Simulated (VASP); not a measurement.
```
Sn3Si
1.0
   -0.05399     6.25441     6.27690
    6.25441    -0.05399     6.27690
    3.10021     3.10021     0.00000
Sn Si
6 2
Direct
  0.99664   0.99664   0.00672
  0.12836   0.12836   0.24328
  0.97912   0.50780   0.01308
  0.14588   0.61720   0.23692
  0.50780   0.97912   0.01308
  0.61720   0.14588   0.23692
  0.51124   0.51124   0.97753
  0.61376   0.61376   0.27247
```

Method: PBEsol GGA, VASP's PBE PAW potentials (set 64) (plane waves; VASP 6.6.1). Numerical set-up: 400 eV cut-off, 5×5×10 Γ-centred mesh, tetrahedra with Blöchl corrections, potentials Sn_d Si.

The cores are frozen, which limits the accuracy of field gradients.

### Question
Give the principal components of the electric field gradient (V/Å²) and the asymmetry η at each nucleus.

### Answer

| atom | Vxx | Vyy | Vzz | η |
|---|---|---|---|---|
| Sn1 | -3.0 | -1.0 | 4.1 | 0.50 |
| Sn2 | -3.0 | -1.0 | 4.1 | 0.50 |
| Sn3 | 10.9 | 10.2 | -21.1 | 0.03 |
| Sn4 | 10.9 | 10.2 | -21.1 | 0.03 |
| Sn5 | 10.9 | 10.2 | -21.1 | 0.03 |
| Sn6 | 10.9 | 10.2 | -21.1 | 0.03 |
| Si7 | 4.6 | 0.3 | -4.9 | 0.88 |
| Si8 | 4.6 | 0.3 | -4.9 | 0.88 |

The structure was generated: Sn6Si2 was put into an ordered model structure (Cmcm), which need not be its known phase. It was relaxed first.
